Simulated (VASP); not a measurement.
CoSi2:

```
CELL_PARAMETERS angstrom
0.00000 2.67992 2.67992
2.67992 0.00000 2.67992
2.67992 2.67992 0.00000
ATOMIC_POSITIONS crystal
Co 0.00000 0.00000 0.00000
Si 0.25000 0.25000 0.25000
Si 0.75000 0.75000 0.75000
```

```yaml
Program: VASP 6.6.1
Task: relaxation of cell and atoms
Functional: PBE
Dispersion: D3(BJ)
Potentials_or_basis: VASP PAW PBE potentials, release 64 (Co, Si)
Cutoff: 600 eV
k_mesh: 14 × 14 × 14
Occupations: gaussian, width 0.1 eV
Spin: no spin polarisation
```

At the start: pressure -5.9 GPa; volume 12.83 Å³/atom.

Task: Where does the relaxation end?

Result: Over 15 steps the energy falls by 7.7 meV/atom and the volume is 12.42 Å³/atom (-3.2 %); space group Fm-3m (No. 225, to 0.05 Å).

Step by step:
```
step  energy change (eV)  largest force (eV/Å)  pressure (GPa)  volume (Å³)
   1              0.0000                0.0000           -5.85        38.49
   2              0.0075                0.0000            7.67        35.94
   3             -0.0232                0.0000            0.42        37.27
   4             -0.0230                0.0000           -0.42        37.35
   5             -0.0231                0.0000           -0.22        37.31
   6             -0.0231                0.0000           -0.20        37.31
   7             -0.0231                0.0000           -0.18        37.30
   8             -0.0231                0.0000           -0.14        37.30
   9             -0.0231                0.0000           -0.16        37.30
  10             -0.0231                0.0000           -0.15        37.30
  11             -0.0232                0.0000           -0.13        37.30
  12             -0.0232                0.0000           -0.13        37.29
  13             -0.0232                0.0000           -0.08        37.28
  14             -0.0232                0.0000            0.07        37.26
  15             -0.0232                0.0000            0.00        37.27
```

Final structure:
```cif
data_structure
_symmetry_space_group_name_H-M 'P 1'
_symmetry_Int_Tables_number 1
_cell_length_a 3.7494
_cell_length_b 3.7494
_cell_length_c 3.7494
_cell_angle_alpha 60.000
_cell_angle_beta 60.000
_cell_angle_gamma 60.000
_cell_volume 37.27
loop_
_atom_site_label
_atom_site_type_symbol
_atom_site_fract_x
_atom_site_fract_y
_atom_site_fract_z
_atom_site_occupancy
Co1 Co 0.00000 0.00000 0.00000 1
Si1 Si 0.25000 0.25000 0.25000 1
Si2 Si 0.75000 0.75000 0.75000 1
```

Caveat: pairwise dispersion overbinds metals, which lowers pressure and volume.
